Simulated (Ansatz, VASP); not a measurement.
NaLaMnMoO6 in VASP and in Ansatz

```xyz
10
Lattice="5.0403 -0.0066 0.0104 -0.2362 5.6124 0.0069 -0.9164 -2.7872 5.0497" Properties=species:S:1:pos:R:3 pbc="T T T"
Na    1.8964    1.9253    0.3866
La   -0.5993    1.8102    3.4689
Mn    1.8489   -0.8961    2.0570
Mo    4.0422    4.5551    1.5533
O     2.6356    1.1286    5.0327
O     2.9198    3.6086    2.8063
O     3.1274    0.4919    1.8923
O     0.4551    3.2044    1.8584
O     0.7886   -0.1377    0.5915
O     0.3657   -0.2215    3.1952
```

Change from the starting cell: volume scaled by 0.96.

Alike in both runs: task single point; functional PBE; k mesh 6 × 6 × 5; occupations fermi-dirac, width 0.05 eV; collinear spin, ferromagnetic start.

```csv
,VASP,Ansatz
version,VASP 6.6.1,Ansatz 0.2.0
potentials or method,"VASP PAW PBE potentials, release 64 (Na_pv, La, Mn_pv, Mo_sv, O)",Ansatz PAW
plane-wave cutoff (eV),520,420
valence electrons in the cell,81,85
```

|  | VASP | Ansatz | Ansatz less VASP |
| --- | --- | --- | --- |
| gap on the k mesh at the Fermi level (eV) | 0.90 | 0.91 | +0.010 |
| least direct gap on the mesh (eV) | 1.14 | 1.15 | +0.006 |
| pressure (GPa) | 6.4 | 6.1 | -0.28 |
| largest component of the traceless stress (GPa) | 0.11 | 0.11 | +0.002 |
| rms of the force components (eV/Å) | 0.326 | 0.293 | -0.0335 |
| net moment per atom (μB) | 0.30 | 0.30 | 0.000 |
| size of the moment on the site where the two differ most (μB) | 2.97 | 2.56 | -0.404 |

Site moments also hang on the region over which each program counts them. Atom by atom the forces differ by 0.044 eV/Å (rms over components). The two sets of potentials don't hold the same shells in valence.

Caveats: spin-orbit coupling is left out, which moves the levels of the heavy elements; a cell with one magnetic atom can't hold antiferromagnetic order, which such compounds often take; an odd mesh through Γ misses points on the zone boundary, where band edges often lie (VASP); forces of over 1 eV/Å show positions far from the minimum, so gaps and moduli don't describe the material at rest (VASP); odd divisions of the mesh miss points on the zone boundary, where band edges often lie, so the gap on the mesh can be too wide (Ansatz); the pressure holds a Pulay correction of +0.5 GPa for the finite cutoff (Ansatz); the starting moments weren't kept (Ansatz).
